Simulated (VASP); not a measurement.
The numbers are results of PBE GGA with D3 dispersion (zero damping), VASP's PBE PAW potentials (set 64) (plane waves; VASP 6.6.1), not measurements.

A VASP calculation is set up with these files.

**KPOINTS**
```
Automatic mesh
0
Gamma
13 13 11
0 0 0
```

File POSCAR:
```
TiB2
3.0112830
  0.5000000502  -0.8660254994   0.0000000000
  0.5000000502   0.8660254994   0.0000000000
  0.0000000000   0.0000000000   1.0602510745
Ti B
1 2
Cart
  0.0000000000   0.0000000000   0.0000000000
  0.5000000502   0.2886757438   0.5301255372
  0.5000000502  -0.2886757438   0.5301255372
```

**INCAR**
```
! general
SYSTEM  = TiB2
PREC    = Accurate
ENCUT   = 520
LREAL   = .False.
LASPH   = .True.

! electronic loop
EDIFF   = 1E-7
NELM    = 100
ALGO    = Normal
LMAXMIX = 4

! smearing
ISMEAR  = -5

! functional
GGA     = PE
IVDW    = 11

! ions
ISIF    = 2

! output
LWAVE   = .False.
LCHARG  = .True.
LORBIT  = 11
NEDOS   = 601

! other
LEFG    = .True.
```

POTCAR, in this order: Ti_sv B (PBE.64 set). Program: vasp_std.

The run wrote:

### OSZICAR
```
       N       E                     dE             d eps       ncg     rms          rms(c)
DAV:   1     0.128311065866E+03    0.12831E+03   -0.93645E+03  3276   0.159E+03
DAV:   2    -0.197303466752E+02   -0.14804E+03   -0.14456E+03  3346   0.395E+02
DAV:   3    -0.292723747198E+02   -0.95420E+01   -0.94367E+01  4800   0.943E+01
DAV:   4    -0.295812872701E+02   -0.30891E+00   -0.30773E+00  4230   0.160E+01
DAV:   5    -0.295904642039E+02   -0.91769E-02   -0.91745E-02  4797   0.235E+00    0.173E+01
DAV:   6    -0.243713288470E+02    0.52191E+01   -0.25929E+01  4344   0.601E+01    0.396E+00
DAV:   7    -0.244121479023E+02   -0.40819E-01   -0.16405E+00  3610   0.151E+01    0.346E+00
DAV:   8    -0.244216989736E+02   -0.95511E-02   -0.15521E-01  4828   0.357E+00    0.709E-01
DAV:   9    -0.244166044086E+02    0.50946E-02   -0.60500E-02  4389   0.330E+00    0.274E-01
DAV:  10    -0.244158353082E+02    0.76910E-03   -0.49607E-03  4151   0.995E-01    0.750E-02
DAV:  11    -0.244158182912E+02    0.17017E-04   -0.24868E-04  4617   0.203E-01    0.540E-02
DAV:  12    -0.244158216310E+02   -0.33398E-05   -0.11111E-04  4175   0.145E-01    0.982E-03
DAV:  13    -0.244158150961E+02    0.65350E-05   -0.94836E-06  4037   0.412E-02    0.245E-03
DAV:  14    -0.244158161589E+02   -0.10628E-05   -0.24662E-07  3456   0.580E-03    0.599E-04
DAV:  15    -0.244158165469E+02   -0.38804E-06   -0.47548E-08  1813   0.244E-03    0.256E-04
DAV:  16    -0.244158165797E+02   -0.32822E-07   -0.14837E-08  1778   0.120E-03
   1 F= -.25309597E+02 E0= -.25309597E+02  d E =0.000000E+00
```

**OUTCAR**
```
------------------------ aborting loop because EDIFF is reached ----------------------------------------
 Edisp (eV)   -0.89378
  FORCE on cell =-STRESS in cart. coord.  units (eV):
  Direction    XX          YY          ZZ          XY          YZ          ZX
  --------------------------------------------------------------------------------------
  Total       0.02790     0.02790    -0.08944     0.00000    -0.00000     0.00000
  in kB       1.78316     1.78316    -5.71518     0.00000    -0.00000     0.00000
  external pressure =       -0.72 kB  Pullay stress =        0.00 kB
  volume of cell :       25.07
      direct lattice vectors                 reciprocal lattice vectors
     1.505641651 -2.607847864  0.000000000     0.332084331 -0.191728976  0.000000000
     1.505641651  2.607847864  0.000000000     0.332084331  0.191728976  0.000000000
     0.000000000  0.000000000  3.192716036     0.000000000  0.000000000  0.313212947
 POSITION                                       TOTAL-FORCE (eV/Angst)
 -----------------------------------------------------------------------------------
      0.00000      0.00000      0.00000        -0.000000      0.000000      0.000000
      1.50564      0.86928      1.59636        -0.000000      0.000000      0.000000
      1.50564     -0.86928      1.59636         0.000000     -0.000000      0.000000
 -----------------------------------------------------------------------------------
    total drift:                               -0.000000     -0.000000      0.000000
  FREE ENERGIE OF THE ION-ELECTRON SYSTEM (eV)
  ---------------------------------------------------
  free  energy   TOTEN  =       -25.3095967017 eV

  energy  without entropy=      -25.3095967017  energy(sigma->0) =      -25.30959670

 total charge

# of ion       s       p       d       tot
------------------------------------------
    1        2.181   6.221   2.059  10.461
    2        0.693   1.346   0.000   2.039
    3        0.693   1.346   0.000   2.039
--------------------------------------------------
tot          3.567   8.913   2.059  14.539

 Electric field gradients after diagonalization (V/A^2)
 (convention: |V_zz| > |V_xx| > |V_yy|)
----------------------------------------------------------------------
 ion       V_xx      V_yy      V_zz     asymmetry (V_yy - V_xx)/ V_zz
----------------------------------------------------------------------
   1      -8.920    -8.918    17.838       0.000
   2      -2.243    -2.243     4.485       0.000
   3      -2.243    -2.243     4.485       0.000
```
(Selected blocks of OUTCAR.)

For a metal the tetrahedron method with Blöchl corrections gives inexact stress and forces.

The compound is TiB2 in the AlB2 type structure. It was relaxed first.
